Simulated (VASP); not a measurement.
Input for VASP

INCAR:
```
SYSTEM = ZrS2
PREC = Accurate; ENCUT = 520; LREAL = .FALSE.
LASPH = .TRUE.
EDIFF = 1E-6; NELM = 100; ALGO = Normal
LMAXMIX = 4
ISMEAR = 0; SIGMA = 0.05
GGA = BO; LUSE_VDW = .TRUE.; AGGAC = 0.0
PARAM1 = 0.1833333333; PARAM2 = 0.22
IBRION = 2; NSW = 60; ISIF = 3
EDIFFG = -0.02
LWAVE = .FALSE.; LCHARG = .FALSE.
```

### KPOINTS
```
Automatic mesh
0
Gamma
6 6 4
0 0 0
```

### POSCAR
```
ZrS2
1
    1.8202553323    -3.1527747401    -0.0000000000
    1.8202553323     3.1527747401     0.0000000000
    0.0000000000     0.0000000000     5.7991755292
Zr S
1 2
Direct
  0.0000000000   0.0000000000   0.0000000000
  0.3333330000   0.6666670000   0.2492600743
  0.6666670000   0.3333330000   0.7507399257
```

POTCAR, in this order: Zr_sv S (PBE.64 set). Program: vasp_std.

Task: Write an equivalent input for Quantum ESPRESSO's pw.x.

Result: One equivalent input (not run):
```
&CONTROL
  calculation = 'vc-relax'
  pseudo_dir = './pseudo'
  outdir = './out'
  tprnfor = .true.
  tstress = .true.
  nstep = 60
  forc_conv_thr = 0.00078
/
&SYSTEM
  ibrav = 0
  nat = 3
  ntyp = 2
  ecutwfc = 66
  occupations = 'smearing'
  smearing = 'gaussian'
  degauss = 0.003675
  input_dft = 'vdw-df-obk8'
/
&ELECTRONS
  conv_thr = 7.3e-08
  electron_maxstep = 100
/
&IONS
/
&CELL
/
ATOMIC_SPECIES
  Zr 91.224 Zr.upf
  S 32.060 S.upf
CELL_PARAMETERS angstrom
     1.8202553   -3.1527747   -0.0000000
     1.8202553    3.1527747    0.0000000
     0.0000000    0.0000000    5.7991755
ATOMIC_POSITIONS crystal
  Zr   0.0000000  0.0000000  0.0000000
  S    0.3333330  0.6666670  0.2492601
  S    0.6666670  0.3333330  0.7507399
K_POINTS automatic
  6 6 4 0 0 0
```
Limits of the translation: the potentials are each code's own (VASP's PAW set, PseudoDojo norm-conserving files in pw.x), so ENCUT and ecutwfc are chosen apart and not converted; conv_thr bounds pw.x's estimated SCF error, while EDIFF bounds the energy change between steps; forc_conv_thr acts on force components and is met together with etot_conv_thr.

The compound is ZrS2 in the 1T layered structure. This run relaxes it. Symmetry was kept, so distortions that lower it aren't found.
